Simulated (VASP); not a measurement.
# A VASP study of Ga2PN (r2SCAN): structure first, properties next

Wanted: the relaxed cell of Ga2PN and its properties. The steps: first try, rough relaxation of the start cell, relaxing cell and atoms (r2SCAN), density, ELF and potential (r2SCAN), band structure (r2SCAN), density of states (r2SCAN), independent-particle dielectric function (r2SCAN) and band structure (TB-mBJ). The cell is invented: it takes the structure of a Materials Project entry for Ga2BiAs (space group 115 there), with some of its atoms replaced by other elements, volume scaled by an estimate. It may not be a known or stable phase. The atoms of the start are displaced at random from the sites of a P-4m2 cell.

Method: r2SCAN; plane waves and PAW (Ga_d, P, N), in the first sound run; inputs show where later runs differ, in VASP 6.6.1.

**1. Starting point**

Before any relaxation, the start is as follows. The structure is triclinic, space group P1 (No. 1). Conventional cell: a = 4.045 Å, b = 4.045 Å, c = 5.781 Å, α = 90.00°, β = 90.00°, γ = 90.00°. Ga has 2 N at 2.39 to 2.41 Å and 2 P at 2.57 to 2.60 Å nearest. Ga has 2 N at 2.41 Å and 2 P at 2.55 to 2.56 Å nearest. P has 4 Ga at 2.55 to 2.60 Å nearest. Nearest to N lie 4 Ga at 2.39 to 2.41 Å. It derives from Ga2BiAs. it takes the structure of a Materials Project entry for Ga2BiAs (space group 115 there), with some of its atoms replaced by other elements, volume scaled by an estimate. Farther neighbours and most contacts between anions are not listed.

Structure file:

```
Ga P N
1.0
     4.04452    0.00000    0.00000
     0.00000    4.04452    0.00000
     0.00000    0.00000    5.78053
Ga P N
2 1 1
Direct
  0.49844 0.00381 0.72339
  0.00494 0.50025 0.27216
  0.00291 0.99963 0.00151
  0.50423 0.50072 0.49877
```

**2. First try**

This run is made with a changed input; what comes of it follows.

INCAR reads:

```
SYSTEM = Ga2PN
PREC = Normal
ENCUT = 250
EDIFF = 1E-06
NELM = 56
ISMEAR = -1
SIGMA = 0.05
LREAL = .FALSE.
ALGO = Normal
METAGGA = R2SCAN
LASPH = .TRUE.
NBANDS = 24
LORBIT = 11
LWAVE = .FALSE.
LCHARG = .FALSE.
KPAR = 2
IBRION = 2
NSW = 30
ISIF = 3
EDIFFG = -0.01
```

POSCAR reads:

```
Ga2PN
1.0
    4.0445240000      0.0000000000      0.0000000000
    0.0000000000      4.0445240000      0.0000000000
    0.0000000000      0.0000000000      5.7805280000
Ga P N
2 1 1
Direct
    0.4984350000      0.0038130000      0.7233930000
    0.0049410000      0.5002450000      0.2721630000
    0.0029130000     -0.0003720000      0.0015110000
    0.5042300000      0.5007230000      0.4987690000
```

KPOINTS reads:

```
Automatic mesh
0
Gamma
6 6 4
0 0 0
```

Potentials, in the order of the species: Ga_d, P and N (PBE family, release 64).

On the command line:

```sh
> mpirun -np 2 vasp_std
```

The program printed:

```text
[banner, memory and clock lines left out]
running    2 mpi-ranks, on    1 nodes
 distrk:  each k-point on    1 cores,    2 groups
 distr:  one band on    1 cores,    1 groups

 POSCAR found type information on POSCAR GaP N
 POSCAR found :  3 types and       4 ions
|                                                                             |
|               ----> ADVICE to this user running VASP <----                  |
|                                                                             |
|     You enforced a specific xc type in the INCAR file but a different       |
|     [... a line on the potential file left out ...]
|     I HOPE YOU KNOW WHAT YOU ARE DOING!                                     |
|                                                                             |

 LDA part: xc-table for (None), standard interpolation
 POSCAR, INCAR and KPOINTS ok, starting setup
 FFT: planning ... GRIDC
 FFT: planning ... GRID_SOFT
 FFT: planning ... GRID
 WAVECAR not read
 entering main loop
       N       E                     dE             d eps       ncg     rms          rms(c)
DAV:   1     0.157492686446E+03    0.15749E+03   -0.12387E+04  3672   0.136E+03
DAV:   2    -0.253926936652E+02   -0.18289E+03   -0.17783E+03  4216   0.329E+02
DAV:   3    -0.457415022422E+02   -0.20349E+02   -0.20070E+02  4472   0.983E+01
DAV:   4    -0.463130884596E+02   -0.57159E+00   -0.57086E+00  5000   0.176E+01
DAV:   5    -0.463212934555E+02   -0.82050E-02   -0.82022E-02  4584   0.164E+00    0.671E+00
DAV:   6    -0.394700767880E+02    0.68512E+01   -0.64578E+00  5720   0.286E+01    0.474E+00
DAV:   7    -0.393929493785E+02    0.77127E-01   -0.13411E+00  4416   0.617E+00    0.272E+00
DAV:   8    -0.394091216914E+02   -0.16172E-01   -0.31496E-01  4032   0.381E+00    0.838E-01
DAV:   9    -0.394066673670E+02    0.24543E-02   -0.61603E-02  4776   0.205E+00    0.349E-01
DAV:  10    -0.394096338191E+02   -0.29665E-02   -0.93463E-03  4072   0.932E-01    0.933E-02
DAV:  11    -0.394095547207E+02    0.79098E-04   -0.69032E-04  4704   0.430E-01    0.579E-02
DAV:  12    -0.394097467051E+02   -0.19198E-03   -0.19485E-04  4392   0.245E-01    0.176E-02
DAV:  13    -0.394098847664E+02   -0.13806E-03   -0.46911E-05  4112   0.147E-01    0.116E-02
DAV:  14    -0.394098936838E+02   -0.89174E-05   -0.12722E-05  4872   0.305E-02    0.472E-03
DAV:  15    -0.394099061724E+02   -0.12489E-04   -0.19160E-06  2736   0.139E-02    0.140E-03
DAV:  16    -0.394099046811E+02    0.14913E-05   -0.60943E-07  2128   0.856E-03    0.819E-04
DAV:  17    -0.394099043934E+02    0.28761E-06   -0.75957E-08  2080   0.130E-02
   1 F= -.39409904E+02 E0= -.39408871E+02  d E =-.394099E+02
 curvature:   0.00 expect dE= 0.000E+00 dE for cont linesearch  0.000E+00
 trial: gam= 0.00000 g(F)=  0.201E-01 g(S)=  0.120E+02 ort = 0.000E+00 (trialstep = 0.100E+01)
 search vector abs. value=  0.120E+02
 bond charge predicted
       N       E                     dE             d eps       ncg     rms          rms(c)
DAV:   1    -0.321813613682E+03   -0.28240E+03   -0.18926E+03  4488   0.403E+02    0.146E+02
DAV:   2    -0.115037599677E+03    0.20678E+03   -0.30405E+03  4336   0.141E+03    0.411E+01
DAV:   3    -0.605520368286E+02    0.54486E+02   -0.71501E+02  4648   0.166E+02    0.231E+01
DAV:   4    -0.412272050905E+02    0.19325E+02   -0.12165E+02  5024   0.150E+02    0.124E+01
DAV:   5    -0.410348359539E+02    0.19237E+00   -0.98977E+00  5176   0.393E+01    0.136E+01
DAV:   6    -0.410076583007E+02    0.27178E-01   -0.11443E+00  4376   0.121E+01    0.853E+00
DAV:   7    -0.407971731320E+02    0.21049E+00   -0.31675E-01  5248   0.161E+01    0.191E+00
DAV:   8    -0.407882651561E+02    0.89080E-02   -0.15248E-01  6544   0.678E+00    0.150E+00
DAV:   9    -0.407904309121E+02   -0.21658E-02   -0.28802E-02  4272   0.184E+00    0.137E+00
DAV:  10    -0.407918943210E+02   -0.14634E-02   -0.43961E-03  4744   0.207E+00    0.125E+00
DAV:  11    -0.407936236920E+02   -0.17294E-02   -0.11203E-02  4240   0.873E-01    0.147E+00
DAV:  12    -0.407919423976E+02    0.16813E-02   -0.58425E-03  5360   0.196E+00    0.156E+00
DAV:  13    -0.407911661814E+02    0.77622E-03   -0.17554E-03  4120   0.360E-01    0.744E-01
DAV:  14    -0.407909582092E+02    0.20797E-03   -0.45097E-04  5352   0.285E-01    0.410E-01
DAV:  15    -0.407908741605E+02    0.84049E-04   -0.38304E-04  4432   0.230E-01    0.282E-02
DAV:  16    -0.407908826263E+02   -0.84658E-05   -0.38987E-05  4376   0.953E-02    0.366E-02
DAV:  17    -0.407908838262E+02   -0.11999E-05   -0.46366E-06  4368   0.262E-02    0.220E-02
DAV:  18    -0.407908842935E+02   -0.46732E-06   -0.98910E-07  2208   0.141E-02
   2 F= -.40790884E+02 E0= -.40790413E+02  d E =-.138098E+01
[... from here on, the cycles between the ionic steps are left out ...]
   3 F= -.43808662E+02 E0= -.43808521E+02  d E =-.439876E+01
   4 F= -.43824442E+02 E0= -.43824324E+02  d E =-.441454E+01
   5 F= -.43825684E+02 E0= -.43825574E+02  d E =-.441578E+01
   6 F= -.43961351E+02 E0= -.43960275E+02  d E =-.135668E+00
   7 F= -.43961352E+02 E0= -.43960276E+02  d E =-.135668E+00
   8 F= -.43964339E+02 E0= -.43963275E+02  d E =-.298749E-02
   9 F= -.43966351E+02 E0= -.43965283E+02  d E =-.499964E-02
  10 F= -.43966349E+02 E0= -.43965281E+02  d E =-.499761E-02
  11 F= -.43967267E+02 E0= -.43966216E+02  d E =-.918218E-03
  12 F= -.43967432E+02 E0= -.43966387E+02  d E =-.108316E-02
  13 F= -.43967461E+02 E0= -.43966418E+02  d E =-.111149E-02
  14 F= -.43967521E+02 E0= -.43966484E+02  d E =-.603743E-04
  15 F= -.43967566E+02 E0= -.43966526E+02  d E =-.105099E-03
  16 F= -.43967563E+02 E0= -.43966524E+02  d E =-.102531E-03
  17 F= -.43967565E+02 E0= -.43966526E+02  d E =-.104269E-03
  18 F= -.43967595E+02 E0= -.43966556E+02  d E =-.304708E-04
  19 F= -.43967610E+02 E0= -.43966570E+02  d E =-.450955E-04
 curvature:  -1.14 expect dE=-0.497E-04 dE for cont linesearch -0.269E-06
 trial: gam= 0.77990 g(F)=  0.128E-04 g(S)=  0.309E-04 ort = 0.366E-05 (trialstep = 0.768E+00)
 search vector abs. value=  0.839E-04
 bond charge predicted
       N       E                     dE             d eps       ncg     rms          rms(c)
DAV:   1    -0.439677182814E+02   -0.10817E-03   -0.61280E-03  4608   0.966E-01    0.745E-02
DAV:   2    -0.439676735057E+02    0.44776E-04   -0.56159E-04  5072   0.383E-01    0.332E-02
DAV:   3    -0.439676502858E+02    0.23220E-04   -0.64052E-05  6432   0.132E-01    0.102E-02
DAV:   4    -0.439676453404E+02    0.49454E-05   -0.12042E-05  4216   0.289E-02    0.267E-03
DAV:   5    -0.439676443014E+02    0.10390E-05   -0.67403E-07  2240   0.890E-03    0.201E-03
DAV:   6    -0.439676437104E+02    0.59099E-06   -0.82928E-08  2080   0.526E-03
  20 F= -.43967644E+02 E0= -.43966603E+02  d E =-.336913E-04
 trial-energy change:   -0.000034  1 .order   -0.000012   -0.000036    0.000011
 step:   0.7158(harm=  0.5815)  dis= 0.00053  next Energy=   -43.967644 (dE=-0.341E-04)
 reached required accuracy - stopping structural energy minimisation
```

Run time: 3.7 min. Hardware: 2 MPI ranks of Intel Xeon 6975P-C (Granite Rapids), shared host; peak memory 0.31 GiB; 7.3 min of CPU time.

Lines that name or quote the potential files are left out of all logs, and their timing lines are given in words.

OUTCAR, selected parts (step 2):

```text
ion  position               nearest neighbor table
   1  0.498  0.004  0.723-   3 2.57   3 2.60
   2  0.005  0.500  0.272-   3 2.55   3 2.56
   3  0.003  1.000  0.002-   2 2.55   2 2.56   1 2.57   1 2.60
   4  0.504  0.501  0.499-

  LATTYP: Found a simple tetragonal cell.
 ALAT       =     4.0445240000
 C/A-ratio  =     1.4292233153

 Subroutine GETGRP returns: Found  1 space group operations
 (whereof  1 operations were pure point group operations)

The static configuration has the point symmetry C_1 .

 Found     76 irreducible k-points:

   k-points           NKPTS =     76   k-points in BZ     NKDIM =     76   number of bands    NBANDS=     24

   dimension x,y,z NGX =    16 NGY =   16 NGZ =   24
   dimension x,y,z NGXF=    32 NGYF=   32 NGZF=   48

   ENCUT  =  250.0 eV  18.37 Ry    4.29 a.u.   5.21  5.21  7.45*2*pi/ulx,y,z

   NELECT =      36.0000    total number of electrons

 k-points in reciprocal lattice and weights: Automatic mesh
   0.00000000  0.00000000  0.00000000       0.007
   0.16666667  0.00000000  0.00000000       0.014
   0.00000000  0.16666667  0.00000000       0.014
   0.33333333  0.00000000  0.00000000       0.014
   0.00000000  0.33333333  0.00000000       0.014
   0.50000000  0.00000000  0.00000000       0.007
   0.00000000  0.50000000  0.00000000       0.007
   0.16666667  0.16666667  0.00000000       0.014
  -0.16666667  0.16666667  0.00000000       0.014
[...]
-0.33333333  0.50000000  0.50000000       0.014
   0.50000000  0.50000000  0.50000000       0.007

 average (electrostatic) potential at core
       1 -69.0663       2 -69.0664       3 -84.9078       4 -65.9012

 E-fermi :   5.7426

 k-point     1 :       0.0000    0.0000    0.0000
  band No.  band energies     occupation
    ...
     15       1.8563      2.00000
     16       5.0596      2.00000
     17       5.5429      1.96380
     18       5.6818      1.54317
     19       5.6838      1.52846
     20       9.0200      0.00000
     21       9.8884      0.00000
     22      11.8947      0.00000
     23      11.8955      0.00000
     24      12.1053      0.00000

 k-point     2 :       0.1667    0.0000    0.0000
  band No.  band energies     occupation
    ...
     14       0.9782      2.00000
     15       2.0447      2.00000
     16       3.8827      2.00000
     17       4.5312      2.00000
     18       5.6406      1.76999
     19       6.6035      0.00000
     20       9.7410      0.00000
     21      10.9019      0.00000
     22      11.7677      0.00000
     23      12.1190      0.00000
    ...

 k-point     3 :       0.0000    0.1667    0.0000
  band No.  band energies     occupation
    ...
     14       0.9793      2.00000
     15       2.0435      2.00000
     16       3.8837      2.00000
     17       4.5312      2.00000
     18       5.6395      1.77426
     19       6.6032      0.00000
     20       9.7400      0.00000
     21      10.9026      0.00000
     22      11.7672      0.00000
     23      12.1190      0.00000
    ...

  Total        0.0245403      0.0338333      0.0269685     -0.0006806     -0.0040072     -0.0045793
  in kB        0.6554050      0.9035963      0.7202552     -0.0181771     -0.1070220     -0.1223016
  external PRESSURE =       0.7597521 kB  Pullay stress =       0.0000000 kB

  energy-cutoff  :      250.00
  volume of cell :       59.99
      direct lattice vectors                 reciprocal lattice vectors
     3.497534184  0.000673167 -0.000644364     0.285915739 -0.000054688  0.000053011
     0.000668893  3.497396948  0.000345118    -0.000055037  0.285926951 -0.000027622
    -0.000909194  0.000473597  4.904266551     0.000037570 -0.000020128  0.203904097

 POSITION                                       TOTAL-FORCE (eV/Angst)
 -----------------------------------------------------------------------------------
      1.75760      0.00367      3.46124        -0.000159     -0.007139      0.000477
      0.00742      1.75326      1.43288        -0.002012      0.003684     -0.001199
      0.00930      0.00551      4.89915         0.003924     -0.001577     -0.001104
      1.75840      1.75224      2.44667        -0.001753      0.005032      0.001827
 -----------------------------------------------------------------------------------
    total drift:                               -0.041376     -0.028887      0.003060

  FREE ENERGIE OF THE ION-ELECTRON SYSTEM (eV)
  ---------------------------------------------------
  free  energy   TOTEN  =       -43.9676437104 eV

  energy  without entropy=      -43.9655630308  energy(sigma->0) =      -43.96660337

 reached required accuracy - stopping structural energy minimisation

 total charge
# of ion       s       p       d       tot
------------------------------------------
    1        0.798   0.867  10.094  11.759
    2        0.798   0.868  10.094  11.760
    3        1.008   1.656   0.000   2.664
    4        1.270   2.308   0.000   3.578
--------------------------------------------------
tot          3.873   5.699  20.189  29.761

[... 3 further parts left out ...]
```

CONTCAR:

```
Ga2PN
   1.00000000000000
     3.4975341843356933    0.0006731669634853   -0.0006443640361184
     0.0006688930966302    3.4973969483980345    0.0003451178777749
    -0.0009091940106311    0.0004735967812238    4.9042665511592247
  Ga              P               N
     2     1     1
Direct
     0.5027090383772188    0.0008564830182960    0.7058268635905540
     0.0021017801991983    0.5012640135508386    0.2921350476454371
     0.0029192008304036    0.0014401261802616    0.9989579651351993
     0.5027889805931811    0.5008483772506066    0.4989161236288135
```

The run converged, but on settings that are not sound, so its numbers are not to be trusted.

The fault in the input: cell relaxed at a low cutoff (ENCUT = 250 and PREC = "Normal"). Relax cells at about 1.3 times the default cutoff with PREC = Accurate.

(Part 1 of 5 ends here.)

[Lines on the potential files, build, host, timing and source positions are cut from VASP's logs without a mark.]

[Logs are printed without paths, hosts, clocks, repeated set-up lines and the standing remarks that a program may print on its own settings, such as how far it seeks lower states.]

[Hosts, paths, dates, database ids (printed as entryN), source tags and the programs' standing remarks are cut or masked in the printed files.]

[A measured line is paired with the nearest computed mode of its activity, which favours agreement.]
